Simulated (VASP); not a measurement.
Consider the following.

```
GaN
1.0
    0.00000     2.30520     2.30520
    2.30520     0.00000     2.30520
    2.30520     2.30520     0.00000
Ga N
1 1
Direct
  0.00000   0.00000   0.00000
  0.25000   0.25000   0.25000
```

Level of theory: PBE GGA, VASP's PBE PAW potentials (set 64) (plane waves; VASP). Run with 520 eV cut-off, 9×9×9 Γ-centred mesh, Gaussian smearing of 0.050 eV, potentials Ga_d N_s.

Problem. What does the run give for the energy per atom (σ→0), pressure, band gap (on the k-mesh) with the smallest direct gap where there is one?

Solution. 
| Property | Value |
|---|---|
| band gap (on the k-mesh) | 1.29 eV |
| smallest direct gap (on the k-mesh) | 1.29 eV |
| energy per atom (σ→0) | -6.071 eV/atom |
| pressure | -6.12 GPa |

The compound is GaN in the zinc blende structure, a metastable form; wurtzite is the usual one. The cell was not relaxed at this level. The run is one of a series of settings (POTCAR Ga_d N_s (PBE.64 set) against the base run), some of them coarse on purpose.
